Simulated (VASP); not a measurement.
An input for Ansatz (written as the equivalent of a VASP run, and not itself run):

Ansatz 0.2 input:
```yaml
crystal:
  lattice:
    - [3.9837730, 0.0000000, 0.0000000]
    - [0.0000000, 3.9837730, 0.0000000]
    - [0.0000000, 0.0000000, 3.9837730]
  atoms:
    - { symbol: Ba, position: [0.0000000, 0.0000000, 0.0000000] }
    - { symbol: Ti, position: [0.5000000, 0.5000000, 0.5000000] }
    - { symbol: O, position: [0.5000000, 0.0000000, 0.5000000] }
    - { symbol: O, position: [0.0000000, 0.5000000, 0.5000000] }
    - { symbol: O, position: [0.5000000, 0.5000000, 0.0000000] }
kpoints:
  mp_grid: { grid: [5, 5, 5] }
hamiltonian:
  xc: pbesol
  pseudopotentials: { kind: paw }
scf:
  occupations: { method: gaussian, width: 0.05 }
  max_iter: 100
relax:
  max_steps: 60
  f_tol: 0.02
  cell: {}
output: { forces: true, stress: true, eigenvalues: true }
```

### Question
Write the VASP files for the same calculation (PBEsol).

### Answer
Several could match; the one computed here: 
File KPOINTS:
```
Automatic mesh
0
Gamma
5 5 5
0 0 0
```

### INCAR
```
ALGO  =  Normal
EDIFF  =  1E-6
EDIFFG  =  -0.02
ENCUT  =  520
GGA  =  PS
IBRION  =  2
ISIF  =  3
ISMEAR  =  0
LASPH  =  T
LCHARG  =  F
LMAXMIX  =  4
LREAL  =  F
LWAVE  =  F
NELM  =  100
NSW  =  60
PREC  =  Accurate
SIGMA  =  0.05
SYSTEM  =  BaTiO3
```

**POSCAR**
```
BaTiO3
1.0
  3.9837729849   0.0000000000   0.0000000000
  0.0000000000   3.9837729849   0.0000000000
  0.0000000000   0.0000000000   3.9837729849
Ba Ti O
1 1 3
Cart
  0.0000000000   0.0000000000   0.0000000000
  1.9918864924   1.9918864924   1.9918864924
  1.9918864924   0.0000000000   1.9918864924
  0.0000000000   1.9918864924   1.9918864924
  1.9918864924   1.9918864924   0.0000000000
```

POTCAR, in this order: Ba_sv Ti_sv O (PBE.64 set). Program: vasp_std.

The two are equivalent in intent, not identical: each code has its own PAW files, so the cut-off isn't converted (ENCUT is set for VASP's; basis.ecutwfc is left out, and Ansatz then takes the one that its files recommend); Ansatz stops its SCF on the density residual and VASP on the energy change (EDIFF).

The compound is BaTiO3 in the cubic perovskite structure, the ideal cubic form; the compound distorts at low or room temperature. It was relaxed first. The start is the result of an earlier pass.
